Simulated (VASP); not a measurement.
Here is the system:

```
CELL_PARAMETERS angstrom
     -1.71677     1.71677     1.71677
      1.71677    -1.71677     1.71677
      1.71677     1.71677    -1.71677
ATOMIC_POSITIONS crystal
  Li 0.00000 0.00000 0.00000
```

All values below come from PW91 GGA, VASP's PBE PAW potentials (set 64) (plane waves; VASP 6.6.1). Numerical set-up: 520 eV cut-off, Gaussian smearing of 0.050 eV, potentials Li_sv.

Problem. Give the energies of bands 2 to 4 at the high-symmetry points, in eV from the Fermi level.

Solution. 
| band | Γ | H | N | P |
|---|---|---|---|---|
| 2 | -3.60 | 5.50 | 0.22 | 3.36 |
| 3 | 14.63 | 5.50 | 3.23 | 3.36 |
| 4 | 14.63 | 5.50 | 10.36 | 3.36 |

It has no gap at this level: it comes out as a metal or semimetal.

The compound is Li in the bcc structure. It was relaxed first.
